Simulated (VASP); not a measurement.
Data:

```xyz
10
Lattice="4.5890 -2.4037 0.0003 4.5890 2.4037 0.0003 3.3297 0.0000 3.9686" Properties=species:S:1:pos:R:3 pbc="T T T"
Al    10.6584     0.0000     3.3824
Al     4.4046     0.0000     1.3978
Al     1.8493     0.0000     0.5869
Al     8.1031     0.0000     2.5715
O      4.7918    -0.9318     2.9766
O      5.1773     1.6677     1.7616
O      7.7159     0.9318     0.9926
O      6.8422     0.7360     3.7459
O      7.3303    -1.6677     2.2076
O      5.6655    -0.7360     0.2233
```

Level of theory: PBE GGA, VASP's PBE PAW potentials (set 64) (plane waves; VASP 6.6.1). Run with 520 eV cut-off, 6×6×6 Γ-centred mesh, tetrahedra with Blöchl corrections, potentials Al O.

The cores are frozen, which limits the accuracy of field gradients.

**Question.** Give the principal components of the electric field gradient (V/Å²) and the asymmetry η at each nucleus.

**Answer.** 
| atom | Vxx | Vyy | Vzz | η |
|---|---|---|---|---|
| Al1 | -3.0 | -3.0 | 5.9 | 0.00 |
| Al2 | -3.0 | -3.0 | 5.9 | 0.00 |
| Al3 | -3.0 | -3.0 | 5.9 | 0.00 |
| Al4 | -3.0 | -3.0 | 5.9 | 0.00 |
| O5 | 29.5 | 9.6 | -39.0 | 0.51 |
| O6 | 29.5 | 9.6 | -39.0 | 0.51 |
| O7 | 29.5 | 9.6 | -39.0 | 0.51 |
| O8 | 29.5 | 9.6 | -39.0 | 0.51 |
| O9 | 29.5 | 9.6 | -39.0 | 0.51 |
| O10 | 29.5 | 9.6 | -39.0 | 0.51 |

The compound is Al2O3 in the corundum structure. It was relaxed first.
